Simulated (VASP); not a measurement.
Input:

```
Tm
1.0
    1.76818    -3.06258     0.00000
    1.76818     3.06258     0.00000
    0.00000     0.00000     5.47446
Tm
2
Cartesian
  1.76818   1.02086   1.36861
  1.76818  -1.02086   4.10584
```

All values below come from PBE GGA with D4 dispersion, VASP's PBE PAW potentials (set 64) (plane waves; VASP). Run with 520 eV cut-off, 13×13×8 Γ-centred mesh, tetrahedra with Blöchl corrections, potentials Tm_3.

The 4f electrons are frozen in the core of the lanthanide potential, so 4f levels, which can set the real gap, and their magnetism are missing.

Task: What does the run give for the energy per atom (σ→0), band gap (on the k-mesh) with the smallest direct gap where there is one?

Result: 
| Quantity | Result |
|---|---|
| band gap (on the k-mesh) | none (metal, semimetal or under 0.01 eV) |
| energy per atom (σ→0) | -4662 meV/atom |

Only differences to runs with the same potentials and settings are physical.

The compound is Tm in the hcp structure. It was relaxed first.
